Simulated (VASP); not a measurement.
Given:

```
FeSi
1.0
    4.23664     0.00000     0.00000
    0.00000     4.23664     0.00000
    0.00000     0.00000     4.23664
Fe Si
4 4
Direct
  0.85944   0.64056   0.35944
  0.35944   0.85944   0.64056
  0.14056   0.14056   0.14056
  0.64056   0.35944   0.85944
  0.15754   0.34246   0.65754
  0.65754   0.15754   0.34246
  0.84246   0.84246   0.84246
  0.34246   0.65754   0.15754
```

Calculation: LDA (Ceperley-Alder, Perdew-Zunger), VASP's LDA PAW potentials (set 64) (plane waves; VASP 6.6.1). Numerical set-up: 500 eV cut-off, 5×5×5 Γ-centred mesh, Gaussian smearing of 0.050 eV, potentials Fe Si.

Energy and stress use the plane-wave basis of the starting cell.

**Question.** The ions, cell shape and volume at an external pressure of 45.0 GPa are relaxed. Predict the relaxed structure.

**Answer.** 
```
FeSi
1.0
    4.18520     0.00000     0.00000
    0.00000     4.18520     0.00000
    0.00000     0.00000     4.18520
Fe Si
4 4
Direct
  0.85847   0.64153   0.35847
  0.35847   0.85847   0.64153
  0.14153   0.14153   0.14153
  0.64153   0.35847   0.85847
  0.15708   0.34292   0.65708
  0.65708   0.15708   0.34292
  0.84292   0.84292   0.84292
  0.34292   0.65708   0.15708
```
Space group P2_13 (198), at a tolerance of 0.03 Å.

**Question.** How do energy and volume change from the first to the last step?

**Answer.** The energy (σ→0) changes by +79.8 meV/atom and the volume by -3.6 %, in 7 ionic steps.

The compound is FeSi in the B20 structure. This run relaxes it under an external pressure of 45 GPa. Symmetry was kept, so distortions that lower it aren't found. The run is not spin-polarised, so no magnetic state was tried.
